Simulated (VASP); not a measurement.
# GaGe (F-43m) in VASP: further runs, part 3 of 3

VASP 6.6.1. The steps go on from the part before.

## Step 6: Single point, r2SCAN

File INCAR:

```
SYSTEM = GaGe
PREC = Accurate ; ENCUT = 550
EDIFF = 1E-6 ; ISMEAR = -1
SIGMA = 0.1 ; LREAL = .False.
LASPH = .True. ; NELM = 100
ALGO = Normal ; ISIF = 2
LWAVE = .False. ; LCHARG = .False.
METAGGA = R2SCAN ; LMIXTAU = .True.
NBANDS = 10 ; ADDGRID = .False.
```

File KPOINTS:

```
regular mesh
0
Gamma
  17 17 17
  0 0 0
```

File POSCAR:

```
GaGe
1.0
    0.0000000000      2.8978440000      2.8978440000
    2.8978440000      0.0000000000      2.8978440000
    2.8978440000      2.8978440000      0.0000000000
Ge Ga
1 1
Direct
    0.0000000000      0.0000000000      0.0000000000
    0.2500000000      0.2500000000      0.2500000000
```

Potentials or basis: VASP PAW PBE potentials, release 64 (Ge, Ga).

On the command line:

```sh
$ cat potpaw_PBE.64/Ge/POTCAR potpaw_PBE.64/Ga/POTCAR > POTCAR
$ mpirun -np 1 vasp_std > vasp.out
```

OUTCAR:

```text
SYSTEM = GaGe
   PREC = Accurate
   ENCUT = 550
   EDIFF = 1E-6
   ISMEAR = -1
   LREAL = .False.
   LASPH = .True.
   NELM = 100
   ISIF = 2
   METAGGA = R2SCAN

 Found    165 irreducible k-points:

 Following reciprocal coordinates:
            Coordinates               Weight
  0.000000  0.000000  0.000000      1.000000
  0.058824  0.000000  0.000000      8.000000
  0.117647  0.000000  0.000000      8.000000
  0.176471  0.000000  0.000000      8.000000
  0.235294  0.000000  0.000000      8.000000
  0.294118  0.000000  0.000000      8.000000
   k-points           NKPTS =    165   k-points in BZ     NKDIM =    165   number of bands    NBANDS=     10
   number of dos      NEDOS =    301   number of ions     NIONS =      2
   total plane-waves  NPLWV =  32768
   dimension x,y,z NGX =    32 NGY =   32 NGZ =   32
   dimension x,y,z NGXF=    64 NGYF=   64 NGZF=   64
   ions per type =               1   1
   NGX,Y,Z   is equivalent  to a cutoff of  12.98, 12.98, 12.98 a.u.
   NGXF,Y,Z  is equivalent  to a cutoff of  25.96, 25.96, 25.96 a.u.
 SYSTEM =  GaGe
   PREC   = accura    normal or accurate (medium, high low for compatibility)
   ISTART =      0    job   : 0-new  1-cont  2-samecut
   ICHARG =      2    charge: 1-file 2-atom 10-const
   ISPIN  =      1    spin polarized calculation?
   LNONCOLLINEAR =      F non collinear calculations
   LSORBIT =      F    spin-orbit coupling
   LASPH  =      T    aspherical Exc in radial PAW
   ENCUT  =  550.0 eV  40.42 Ry    6.36 a.u.   7.84  7.84  7.84*2*pi/ulx,y,z
   NELM   =    100;   NELMIN=  2; NELMDL= -5     # of ELM steps
   EDIFF  = 0.1E-05   stopping-criterion for ELM
   LREAL  =      F    real-space projection
   EDIFFG = 0.1E-04   stopping-criterion for IOM
   NSW    =      0    number of steps for IOM
   IBRION =     -1    ionic relax: 0-MD 1-quasi-New 2-CG
   NFREE  =      0    steps in history (QN), initial steepest desc. (CG)
   ISIF   =      2    stress and relaxation
   ISYM   =      2    0-nonsym 1-usesym 2-fastsym
   POTIM  = 0.5000    time-step for ionic-motion
   TEBEG  =    0.0;   TEEND  =   0.0 temperature during run
   PSTRESS=    0.0 pullay stress
   NELECT =       7.0000    total number of electrons
   NUPDOWN=      -1.0000    fix difference up-down
   EMIN   =  10.00;   EMAX   =-10.00  energy-range for DOS
   EFERMI =   0.00;   METHOD = LEGACY
   ISMEAR =    -1;   SIGMA  =   0.10  broadening in eV -4-tet -1-fermi 0-gaus
   EFERMI_NEDOS =   21; number of points for ismear=-14 and -15
   IALGO  =     38    algorithm
   IMIX   =      4    mixing-type and parameters
     AMIX     =   0.40;   BMIX     =  1.00
     AMIX_MAG =   1.60;   BMIX_MAG =  1.00
  volume/ion in A,a.u.               =      24.33       164.22
  Fermi-wavevector in a.u.,A,eV,Ry     =   0.857740  1.620894 10.010058  0.735719
  Thomas-Fermi vector in A             =   1.974840
   LORBIT       =      0    0 simple, 1 ext, 2 COOP (PROOUT), +10 PAW based schemes
   METAGGA = R2SCAN    functional components
   LHFCALC =     F    Hartree Fock is set to
   AEXX    =    0.0000 exact exchange contribution
   IVDW    =     0    specifies the selected vdW correction
   LEPSILON=     F    determine dielectric tensor
   LRPA    =     F    only Hartree local field effects (RPA)
 non-spin polarized calculation
  energy-cutoff  :      550.00
  volume of cell :       48.67
 maximum number of plane-waves:      1438
   NGX = 15   NGY = 15   NGZ = 15

 number of electron       7.0000000 magnetization

 Free energy of the ion-electron system (eV)
  ---------------------------------------------------
  ext. energy  EPLUGINS =         0.00000000
  ---------------------------------------------------
  free energy    TOTEN  =       -24.93631595 eV

  energy without entropy =      -24.89796973  energy(sigma->0) =      -24.91714284

 E-fermi :   1.1356     XC(G=0):  -9.1497

 val. band max:        1.1335485970   @ k =  -0.4706   0.0588   0.0000
 cond. band min:       1.1410422244   @ k =  -0.2941   0.2353   0.0588
 fundamental gap:      0.0074936274
 Fermi energy:         1.1356304106

 k-point     1 :       0.0000    0.0000    0.0000
  band No.  band energies     occupation
      1      -9.8043      2.00000
      2       2.9141      0.00000
      3       2.9141      0.00000
      4       2.9141      0.00000
      5       3.7675      0.00000
      6       5.7992      0.00000
      7       5.7992      0.00000
      8       5.7992      0.00000
      9       9.6038      0.00000
     10      12.2576      0.00000

 k-point     2 :       0.0588    0.0000    0.0000
  band No.  band energies     occupation
      1      -9.7626      2.00000
      2       2.1407      0.00009
      3       2.8330      0.00000
      4       2.8330      0.00000
      5       4.2599      0.00000
      6       5.9095      0.00000
      7       5.9095      0.00000
      8       5.9677      0.00000
      9       9.8429      0.00000
     10      11.9293      0.00000

 k-point     3 :       0.1176    0.0000    0.0000
  band No.  band energies     occupation
      1      -9.6383      2.00000
      2       0.9987      1.59466
      3       2.6294      0.00000
      4       2.6295      0.00000
      5       4.4752      0.00000
      6       6.1858      0.00000
      7       6.1858      0.00000
      8       6.6148      0.00000
      9      10.4536      0.00000
     10      11.4485      0.00000

 k-point     4 :       0.1765    0.0000    0.0000
  band No.  band energies     occupation
      1      -9.4343      2.00000
      2      -0.1570      2.00000
      3       2.3755      0.00001
      4       2.3755      0.00001
      5       4.3504      0.00000
      6       6.5116      0.00000
      7       6.5116      0.00000
      8       7.5617      0.00000
      9      11.0393      0.00000
     10      11.1433      0.00000

 k-point     5 :       0.2353    0.0000    0.0000
  band No.  band energies     occupation
      1      -9.1565      2.00000
      2      -1.2640      2.00000
      3       2.1237      0.00010
      4       2.1237      0.00010
      5       4.1435      0.00000
      6       6.7706      0.00000
      7       6.7706      0.00000
      8       8.5837      0.00000
      9      11.0595      0.00000
     10      11.1311      0.00000

 k-point     6 :       0.2941    0.0000    0.0000
  band No.  band energies     occupation
      1      -8.8169      2.00000
      2      -2.2856      2.00000
      3       1.9034      0.00093
      4       1.9034      0.00093
      5       3.9453      0.00000
      6       6.8974      0.00000
      7       6.8974      0.00000
      8       9.5792      0.00000
      9      10.8643      0.00000
     10      11.4621      0.00000

 [... further k-points ...]

------------------------ aborting loop because EDIFF is reached ----------------------------------------

  FORCE on cell =-STRESS in cart. coord.  units (eV):
  Direction    XX          YY          ZZ          XY          YZ          ZX
  --------------------------------------------------------------------------------------
  -------------------------------------------------------------------------------------
  Total       -0.6547764     -0.6547764     -0.6547764      0.0000000      0.0000000     -0.0000000
  in kB      -21.5550284    -21.5550284    -21.5550284      0.0000000      0.0000000     -0.0000000
  external PRESSURE =     -21.5550284 kB  Pullay stress =       0.0000000 kB

 VOLUME and BASIS-vectors are now :
 -----------------------------------------------------------------------------
  energy-cutoff  :      550.00
  volume of cell :       48.67
      direct lattice vectors                 reciprocal lattice vectors
     0.000000000  2.897844000  2.897844000    -0.172542069  0.172542069  0.172542069
     2.897844000  0.000000000  2.897844000     0.172542069 -0.172542069  0.172542069
     2.897844000  2.897844000  0.000000000     0.172542069  0.172542069 -0.172542069

 POSITION                                       TOTAL-FORCE (eV/Angst)
 -----------------------------------------------------------------------------------
      0.00000      0.00000      0.00000         0.000000      0.000000      0.000000
      1.44892      1.44892      1.44892        -0.000000     -0.000000     -0.000000
 -----------------------------------------------------------------------------------
    total drift:                                0.000000      0.000000      0.000000

  FREE ENERGIE OF THE ION-ELECTRON SYSTEM (eV)
  ---------------------------------------------------
  free  energy   TOTEN  =       -24.9363159489 eV

  energy  without entropy=      -24.8979697309  energy(sigma->0) =      -24.91714284
```

OSZICAR:

```text
N       E                     dE             d eps       ncg     rms          rms(c)
DAV:   1    -0.800240726501E+01   -0.80024E+01   -0.27039E+03  3300   0.562E+02
DAV:   2    -0.250049086698E+02   -0.17003E+02   -0.16583E+02  4464   0.763E+01
DAV:   3    -0.255420478072E+02   -0.53714E+00   -0.53188E+00  4102   0.130E+01
DAV:   4    -0.255436383709E+02   -0.15906E-02   -0.15903E-02  4008   0.755E-01
DAV:   5    -0.255436403492E+02   -0.19783E-05   -0.19784E-05  3830   0.301E-02    0.296E+00
DAV:   6    -0.248778844172E+02    0.66576E+00   -0.17922E-01  3430   0.269E+00    0.196E+00
DAV:   7    -0.249734419792E+02   -0.95558E-01   -0.11558E-01  3338   0.219E+00    0.225E-01
DAV:   8    -0.248986796551E+02    0.74762E-01   -0.99605E-02  3316   0.205E+00    0.230E-01
DAV:   9    -0.249223089639E+02   -0.23629E-01   -0.52968E-03  3582   0.479E-01    0.824E-02
DAV:  10    -0.249346070693E+02   -0.12298E-01   -0.58244E-03  3386   0.616E-01    0.350E-02
DAV:  11    -0.249354637611E+02   -0.85669E-03   -0.11453E-04  3888   0.770E-02    0.237E-02
DAV:  12    -0.249360763432E+02   -0.61258E-03   -0.37902E-04  3396   0.156E-01    0.118E-02
DAV:  13    -0.249362740118E+02   -0.19767E-03   -0.86360E-05  3456   0.776E-02    0.556E-03
DAV:  14    -0.249362980494E+02   -0.24038E-04   -0.54398E-06  3808   0.166E-02    0.357E-03
DAV:  15    -0.249363109857E+02   -0.12936E-04   -0.39993E-06  3428   0.138E-02    0.140E-03
DAV:  16    -0.249363159551E+02   -0.49694E-05   -0.29227E-06  3486   0.140E-02    0.571E-04
DAV:  17    -0.249363159489E+02    0.61860E-08   -0.11088E-07  1854   0.254E-03
   1 F= -.24936316E+02 E0= -.24917143E+02  d E =-.383462E-01
```

stdout:

```text
POSCAR found type information on POSCAR GeGa
 POSCAR found :  2 types and       2 ions
 scaLAPACK will be used
 -----------------------------------------------------------------------------
|                                                                             |
|                                                                             |
|     You enforced a specific xc type in the INCAR file but a different       |
|     I HOPE YOU KNOW WHAT YOU ARE DOING!                                     |
|                                                                             |
 -----------------------------------------------------------------------------

 LDA part: xc-table for (None), standard interpolation
 POSCAR, INCAR and KPOINTS ok, starting setup
 FFT: planning ... GRIDC
 FFT: planning ... GRID_SOFT
 FFT: planning ... GRID
 WAVECAR not read
 entering main loop
```

Run time: 2.4 min. Hardware: 1 thread of Intel Xeon Platinum 8488C (Sapphire Rapids), shared host; peak memory 0.25 GiB.

These settings aren't checked as converged: the numbers below hold their error.

Results:

```yaml
Free_energy: -24.9363 eV
Pressure: -2.2 GPa
Band_gap_on_the_k_mesh: none (metal or under the smearing width)
```

Caveat: the PAW data sets were made with another functional, which shifts forces and pressure a little.
